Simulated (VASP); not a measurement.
GaAs: band gap against strain

GaAs (zinc blende, F-43m, 22.629 Å³/atom and stress up to 0.19 GPa in the relaxed cell, cube axes along x, y and z) under an equal strain ε along all three axes. PBEsol in VASP (plane waves, PAW), 480 eV, 10×10×10 Γ-centred mesh, Gaussian smearing 0.05 eV; ions are relaxed, or left where forces stay under 0.02 eV/Å, within the symmetry of each cell. Gaps are the smallest on the run's k-mesh, which can miss an edge that lies off it, without spin-orbit coupling; in all rows the valence edge lies at Γ and the conduction edge at Γ. Runs with a gap under 0.1 eV are left out.

Here s stands for strain and Eg for gap.

```
strain (%)  gap (eV)
----------  --------
-3.00              ?
-1.50          0.787
-1.00          0.671
-0.50          0.556
0.00           0.443
0.50           0.332
1.00           0.223
1.50           0.115
```

Taking a straight line for Eg over the 7 complete rows: Means: s 0, Eg 0.4467. About the means, the sum of products is -1.5680 and the sum of squares of s is 7.0000; the slope is their ratio. Least squares gives Eg = 0.4467 - 0.22400·s. Residuals (row less fit): 0.0043, 0.0003, -0.0027, -0.0037, -0.0027, 0.0003, 0.0043; standard error 0.0036 (degrees of freedom: 5). Over these rows the gap moves by -22.4 ± 0.1 eV per unit strain, or -7.5 eV per unit of ln V.

Question: Predict the withheld Eg at s = -3.00 from the fit, and compare with the calculation.

Answer: Eg = 0.4467 - 0.22400 × (-3.0) = 1.1187 eV. The calculation gives 1.147 eV, 0.0283 eV above the prediction (2.7 % of the range of Eg in the table). The row lies outside the fitted rows, so this is an extrapolation. From the scatter of the fitted rows alone, a prediction at this place has a standard error of 0.0056 eV, so the miss is 5.1 times that.

A polynomial of degree 2 through the 9 other runs of the series gives 1.147 there, so most of the miss is curvature that the fit leaves out. Other structures, which can take over under pressure, weren't tried. Spin-orbit coupling is left out, which can shift this property for GaAs. Rows are the converged runs of the series near zero and its far end; series whose fitted rows scatter by over a few per cent of the range, as at a crossing or softening among them, aren't shown in this form, nor equations of state whose B0' disagrees with the runs' pressures. Most that stay on the fit to the last digits aren't either.
